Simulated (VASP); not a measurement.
An input for Ansatz (written as the equivalent of a VASP run, and not itself run):

Ansatz 0.2 input:
```yaml
crystal:
  lattice:
    - [0.0000000, 2.3671119, 2.3671119]
    - [2.3671119, 0.0000000, 2.3671119]
    - [2.3671119, 2.3671119, 0.0000000]
  atoms:
    - { symbol: Pd, position: [0.0000000, 0.0000000, 0.0000000] }
    - { symbol: B, position: [0.2500000, 0.2500000, 0.2500000] }
kpoints:
  mp_grid: { grid: [15, 15, 15] }
hamiltonian:
  xc: pbesol
  pseudopotentials: { kind: paw }
scf:
  occupations: { method: tetrahedron }
  max_iter: 100
output: { forces: true, stress: true, eigenvalues: true }
```

Write the VASP files for the same calculation (PBEsol).

This is not unique; one that fits is 
**POSCAR**
```
PdB
1
    0.0000000000     2.3671118967     2.3671118967
    2.3671118967     0.0000000000     2.3671118967
    2.3671118967     2.3671118967     0.0000000000
Pd B
1 1
Direct
  0.0000000000   0.0000000000   0.0000000000
  0.2500000000   0.2500000000   0.2500000000
```

### KPOINTS
```
Automatic mesh
0
Gamma
15 15 15
0 0 0
```

INCAR:
```
! general
SYSTEM =PdB
PREC   =Accurate
ENCUT  =520
LREAL  =.FALSE.   ! projection in real space or not
LASPH  =.TRUE.

! electronic loop
EDIFF  =1E-7   ! SCF stop (eV)
NELM   =100   ! most electronic steps
ALGO   =Normal
LMAXMIX=4

! smearing
ISMEAR =-5   ! tetrahedra, Bloechl

! functional
GGA    =PS

! ions
ISIF   =2   ! forces and stress, cell fixed

! output
LWAVE  =.FALSE.
LCHARG =.TRUE.
LORBIT =11
NEDOS  =601   ! DOS grid
```

POTCAR, in this order: Pd B (PBE.64 set). Program: vasp_std.

The two are equivalent in intent, not identical: each code has its own PAW files, so the cut-off isn't converted (ENCUT is set for VASP's; basis.ecutwfc is left out, and Ansatz then takes the one that its files recommend); Ansatz stops its SCF on the density residual and VASP on the energy change (EDIFF).

The structure was generated: PdB was put into the zinc blende type (F-43m), which need not be its known phase. It was relaxed first, which changed the volume by -22 %.
